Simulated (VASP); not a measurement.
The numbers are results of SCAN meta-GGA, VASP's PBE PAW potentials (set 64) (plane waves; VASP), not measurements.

Input for VASP

**KPOINTS**
```
Automatic
0
Gamma
7 7 7
0 0 0
```

File POSCAR:
```
Pt3Ti
1.0
  3.8984325560   0.0000000000   0.0000000000
  0.0000000000   3.8984325560   0.0000000000
  0.0000000000   0.0000000000   3.8984325560
Ti Pt
1 3
Direct
  0.0000000000   0.0000000000   0.0000000000
  0.0000000000   0.5000000000   0.5000000000
  0.5000000000   0.0000000000   0.5000000000
  0.5000000000   0.5000000000   0.0000000000
```

**INCAR**
```
LMIXTAU = .TRUE.
NELM = 100
EDIFF = 1E-6   # SCF stop (eV)
ISMEAR = 1
LMAXMIX = 6
ISIF = 3   # ions, shape and volume
SIGMA = 0.1
EDIFFG = -0.02
ALGO = Normal
METAGGA = SCAN
IBRION = 2   # conjugate gradients
PREC = Accurate
LWAVE = .FALSE.
NSW = 60
SYSTEM = Pt3Ti
LREAL = .FALSE.
LASPH = .TRUE.
ENCUT = 520   # plane-wave cut-off (eV)
LCHARG = .FALSE.
```

POTCAR, in this order: Ti_sv Pt (PBE.64 set). Program: vasp_std.

Output of the run:

OUTCAR:
```
 ion  position               nearest neighbor table
   1  0.000  0.000  0.000-   2 2.76   3 2.76   4 2.76   2 2.76   3 2.76   2 2.76   4 2.76   2 2.76
                             3 2.76   4 2.76   3 2.76   4 2.76
   2  0.000  0.500  0.500-   1 2.76   3 2.76   4 2.76   1 2.76   4 2.76   1 2.76   3 2.76   1 2.76
                             3 2.76   4 2.76   4 2.76   3 2.76
   3  0.500  0.000  0.500-   1 2.76   2 2.76   4 2.76   1 2.76   4 2.76   2 2.76   4 2.76   4 2.76
                             1 2.76   2 2.76   1 2.76   2 2.76
   4  0.500  0.500  0.000-   1 2.76   2 2.76   3 2.76   2 2.76   3 2.76   1 2.76   3 2.76   3 2.76
                             1 2.76   2 2.76   2 2.76   1 2.76
  LATTYP: Found a simple cubic cell.
 ALAT       =     3.8984325560
 Subroutine PRICEL returns:
 Original cell was already a primitive cell.
 Subroutine GETGRP returns: Found 48 space group operations
The static configuration has the point symmetry O_h .
The dynamic configuration has the point symmetry O_h .
 Subroutine INISYM returns: Found 48 space group operations
 Subroutine IBZKPT returns following result:
 Found     20 irreducible k-points:

 Following reciprocal coordinates:
            Coordinates               Weight
  0.000000  0.000000  0.000000      1.000000
  0.142857  0.000000  0.000000      6.000000
  0.285714  0.000000  0.000000      6.000000
...
```

### OSZICAR
```
       N       E                     dE             d eps       ncg     rms          rms(c)
DAV:   1     0.190566833549E+03    0.19057E+03   -0.22069E+04  1000   0.186E+03
DAV:   2    -0.211455867618E+03   -0.40202E+03   -0.39494E+03  1072   0.467E+02
DAV:   3    -0.245399085215E+03   -0.33943E+02   -0.32355E+02  1463   0.115E+02
DAV:   4    -0.246538319403E+03   -0.11392E+01   -0.11329E+01  1191   0.224E+01
DAV:   5    -0.246580317401E+03   -0.41998E-01   -0.41938E-01  1410   0.416E+00    0.220E+01
DAV:   6    -0.233354321042E+03    0.13226E+02   -0.33832E+01  1428   0.478E+01    0.183E+01
DAV:   7    -0.231704648942E+03    0.16497E+01   -0.36603E+01  1391   0.370E+01    0.108E+01
DAV:   8    -0.230398069310E+03    0.13066E+01   -0.22018E+01  1106   0.324E+01    0.113E+01
DAV:   9    -0.230437171688E+03   -0.39102E-01   -0.43520E-01  1257   0.525E+00    0.108E+01
DAV:  10    -0.230242193462E+03    0.19498E+00   -0.10365E+00  1235   0.657E+00    0.795E+00
DAV:  11    -0.230992985238E+03   -0.75079E+00   -0.13661E+01  1336   0.218E+01    0.304E+00
DAV:  12    -0.231100896211E+03   -0.10791E+00   -0.56830E-01  1143   0.520E+00    0.315E+00
DAV:  13    -0.230962237129E+03    0.13866E+00   -0.80747E-01  1255   0.550E+00    0.119E+00
DAV:  14    -0.231015112004E+03   -0.52875E-01   -0.29097E-01  1400   0.336E+00    0.150E+00
DAV:  15    -0.230990505289E+03    0.24607E-01   -0.44799E-02  1312   0.159E+00    0.998E-01
DAV:  16    -0.230984504331E+03    0.60010E-02   -0.61608E-03  1518   0.481E-01    0.721E-01
DAV:  17    -0.230981008797E+03    0.34955E-02   -0.23664E-02  1448   0.118E+00    0.573E-01
DAV:  18    -0.230982902415E+03   -0.18936E-02   -0.25004E-03  1154   0.398E-01    0.531E-01
DAV:  19    -0.230980781394E+03    0.21210E-02   -0.10537E-02  1322   0.657E-01    0.239E-01
DAV:  20    -0.230981091837E+03   -0.31044E-03   -0.31252E-04  1196   0.169E-01    0.176E-01
DAV:  21    -0.230981211878E+03   -0.12004E-03   -0.41172E-04  1238   0.189E-01    0.985E-02
DAV:  22    -0.230981370883E+03   -0.15901E-03   -0.32279E-04  1219   0.136E-01    0.324E-02
DAV:  23    -0.230981366038E+03    0.48450E-05   -0.28033E-05  1369   0.362E-02    0.157E-02
DAV:  24    -0.230981322220E+03    0.43819E-04   -0.11472E-05  1366   0.203E-02    0.673E-03
DAV:  25    -0.230981301824E+03    0.20396E-04   -0.20937E-06   698   0.133E-02    0.117E-02
DAV:  26    -0.230981304910E+03   -0.30858E-05   -0.32379E-07   512   0.608E-03    0.844E-03
DAV:  27    -0.230981309292E+03   -0.43827E-05   -0.41793E-07   507   0.566E-03    0.367E-03
DAV:  28    -0.230981306454E+03    0.28382E-05   -0.77704E-08   506   0.274E-03    0.300E-03
DAV:  29    -0.230981308996E+03   -0.25416E-05   -0.12750E-07   503   0.267E-03    0.146E-03
DAV:  30    -0.230981309924E+03   -0.92825E-06   -0.39426E-08   503   0.131E-03
   1 F= -.23098131E+03 E0= -.23098101E+03  d E =-.230981E+03
       N       E                     dE             d eps       ncg     rms          rms(c)
DAV:   1    -0.231588981944E+03   -0.60767E+00   -0.29001E+01  1040   0.536E+01    0.858E+00
DAV:   2    -0.230935058438E+03    0.65392E+00   -0.26884E+00  1152   0.158E+01    0.313E+00
DAV:   3    -0.230911413918E+03    0.23645E-01   -0.96048E-01  1284   0.635E+00    0.176E+00
DAV:   4    -0.230886109386E+03    0.25305E-01   -0.41834E-01  1469   0.504E+00    0.102E+00
DAV:   5    -0.230884695481E+03    0.14139E-02   -0.27102E-02  1232   0.110E+00    0.661E-01
DAV:   6    -0.230894913270E+03   -0.10218E-01   -0.39848E-02  1217   0.154E+00    0.436E-01
DAV:   7    -0.230896786656E+03   -0.18734E-02   -0.13469E-02  1174   0.936E-01    0.258E-01
DAV:   8    -0.230897575802E+03   -0.78915E-03   -0.39855E-03  1360   0.403E-01    0.936E-02
DAV:   9    -0.230897731551E+03   -0.15575E-03   -0.43360E-04  1223   0.193E-01    0.529E-02
DAV:  10    -0.230898005306E+03   -0.27375E-03   -0.28498E-04  1393   0.118E-01    0.970E-03
DAV:  11    -0.230898027593E+03   -0.22287E-04   -0.26605E-05  1200   0.442E-02    0.548E-03
DAV:  12    -0.230898048829E+03   -0.21235E-04   -0.58988E-06  1064   0.214E-02    0.459E-03
DAV:  13    -0.230898068846E+03   -0.20017E-04   -0.10499E-06   582   0.102E-02    0.260E-03
DAV:  14    -0.230898077242E+03   -0.83959E-05   -0.79605E-07   515   0.839E-03    0.147E-03
DAV:  15    -0.230898081043E+03   -0.38013E-05   -0.26123E-07   506   0.447E-03    0.115E-03
DAV:  16    -0.230898086006E+03   -0.49628E-05   -0.16262E-07   503   0.347E-03    0.337E-04
DAV:  17    -0.230898087138E+03   -0.11323E-05   -0.68873E-08   503   0.187E-03    0.159E-04
DAV:  18    -0.230898087689E+03   -0.55056E-06   -0.25603E-08   503   0.118E-03
   2 F= -.23089809E+03 E0= -.23089809E+03  d E =0.832222E-01
       N       E                     dE             d eps       ncg     rms          rms(c)
DAV:   1    -0.231511420653E+03   -0.61333E+00   -0.16615E+01  1072   0.407E+01    0.605E+00
DAV:   2    -0.230989493301E+03    0.52193E+00   -0.23828E+00  1081   0.123E+01    0.273E+00
DAV:   3    -0.231185457273E+03   -0.19596E+00   -0.21074E+00  1399   0.931E+00    0.314E+00
DAV:   4    -0.231005496917E+03    0.17996E+00   -0.54753E-01  1352   0.456E+00    0.115E+00
DAV:   5    -0.230995597759E+03    0.98992E-02   -0.62946E-02  1415   0.134E+00    0.509E-01
DAV:   6    -0.230997860111E+03   -0.22624E-02   -0.17528E-02  1267   0.906E-01    0.222E-01
DAV:   7    -0.230999476902E+03   -0.16168E-02   -0.73038E-03  1144   0.627E-01    0.262E-01
DAV:   8    -0.230999252260E+03    0.22464E-03   -0.10445E-03  1239   0.241E-01    0.173E-01
DAV:   9    -0.230998124430E+03    0.11278E-02   -0.13144E-03  1320   0.223E-01    0.537E-02
DAV:  10    -0.230998064547E+03    0.59883E-04   -0.16638E-04  1304   0.885E-02    0.185E-02
DAV:  11    -0.230997979627E+03    0.84920E-04   -0.20119E-05  1350   0.373E-02    0.501E-03
DAV:  12    -0.230997951288E+03    0.28339E-04   -0.22600E-05  1335   0.310E-02    0.107E-02
DAV:  13    -0.230997986037E+03   -0.34749E-04   -0.69045E-06  1155   0.190E-02    0.195E-03
DAV:  14    -0.230997982479E+03    0.35585E-05   -0.83220E-07   503   0.751E-03    0.538E-04
DAV:  15    -0.230997981934E+03    0.54507E-06   -0.14315E-07   503   0.364E-03
   3 F= -.23099798E+03 E0= -.23099774E+03  d E =-.166720E-01
       N       E                     dE             d eps       ncg     rms          rms(c)
DAV:   1    -0.230998453894E+03   -0.47142E-03   -0.14211E-02  1064   0.118E+00    0.179E-01
DAV:   2    -0.230997964426E+03    0.48947E-03   -0.16883E-03  1080   0.344E-01    0.733E-02
DAV:   3    -0.230998139591E+03   -0.17516E-03   -0.14124E-03  1423   0.242E-01    0.975E-02
DAV:   4    -0.230998025162E+03    0.11443E-03   -0.42148E-04  1363   0.129E-01    0.314E-02
DAV:   5    -0.230997987928E+03    0.37233E-04   -0.29655E-05  1391   0.348E-02    0.177E-02
DAV:   6    -0.230997941912E+03    0.46016E-04   -0.22955E-05  1274   0.370E-02    0.323E-03
DAV:   7    -0.230997939441E+03    0.24708E-05   -0.89638E-06  1080   0.215E-02    0.586E-03
DAV:   8    -0.230997927088E+03    0.12353E-04   -0.33435E-07   505   0.556E-03    0.520E-03
DAV:   9    -0.230997905807E+03    0.21281E-04   -0.88694E-07   509   0.667E-03    0.152E-03
DAV:  10    -0.230997902831E+03    0.29763E-05   -0.13328E-07   502   0.290E-03    0.985E-04
DAV:  11    -0.230997897104E+03    0.57271E-05   -0.67458E-08   516   0.200E-03    0.300E-04
DAV:  12    -0.230997893661E+03    0.34425E-05   -0.45721E-08   500   0.147E-03    0.279E-04
DAV:  13    -0.230997894465E+03   -0.80320E-06   -0.14266E-08   500   0.905E-04
   4 F= -.23099789E+03 E0= -.23099765E+03  d E =-.165845E-01
```

**OUTCAR**
```
------------------------ aborting loop because EDIFF is reached ----------------------------------------
  FORCE on cell =-STRESS in cart. coord.  units (eV):
  Direction    XX          YY          ZZ          XY          YZ          ZX
  --------------------------------------------------------------------------------------
  Total       -0.0034510     -0.0034510     -0.0034510     -0.0000000     -0.0000000      0.0000000
  in kB       -0.0949172     -0.0949172     -0.0949172     -0.0000000     -0.0000000      0.0000000
  external PRESSURE =      -0.0949172 kB  Pullay stress =       0.0000000 kB
  volume of cell :       58.25
      direct lattice vectors                 reciprocal lattice vectors
     3.876455328  0.000000000 -0.000000000     0.257967632 -0.000000000 -0.000000000
     0.000000000  3.876455328 -0.000000000    -0.000000000  0.257967632  0.000000000
     0.000000000 -0.000000000  3.876455328     0.000000000  0.000000000  0.257967632
 POSITION                                       TOTAL-FORCE (eV/Angst)
 -----------------------------------------------------------------------------------
      0.00000      0.00000      0.00000        -0.000000      0.000000      0.000000
      0.00000      1.93823      1.93823         0.000000     -0.000000      0.000000
      1.93823      0.00000      1.93823        -0.000000     -0.000000      0.000000
      1.93823      1.93823     -0.00000        -0.000000      0.000000      0.000000
 -----------------------------------------------------------------------------------
    total drift:                                0.000000      0.000000     -0.000000
  FREE ENERGIE OF THE ION-ELECTRON SYSTEM (eV)
  ---------------------------------------------------
  free  energy   TOTEN  =      -230.9978944646 eV

  energy  without entropy=     -230.9971562134  energy(sigma->0) =     -230.99764838

 reached required accuracy - stopping structural energy minimisation
```
(Selected blocks of OUTCAR.)

**CONTCAR**
```
Pt3Ti
   1.00000000000000
     3.8764553283431797    0.0000000000000000   -0.0000000000000000
     0.0000000000000000    3.8764553283431797   -0.0000000000000000
     0.0000000000000000   -0.0000000000000000    3.8764553283431797
  Ti              Pt
     1     3
Direct
     0.0000000000000000    0.0000000000000000    0.0000000000000000
     0.0000000000000000    0.5000000000000000    0.5000000000000000
     0.5000000000000000    0.0000000000000000    0.5000000000000000
     0.5000000000000000    0.5000000000000000    0.0000000000000000
```

The compound is Pt3Ti in the L1_2 structure. This run relaxes it. Symmetry was kept, so distortions that lower it aren't found. The start is the result of an earlier pass.
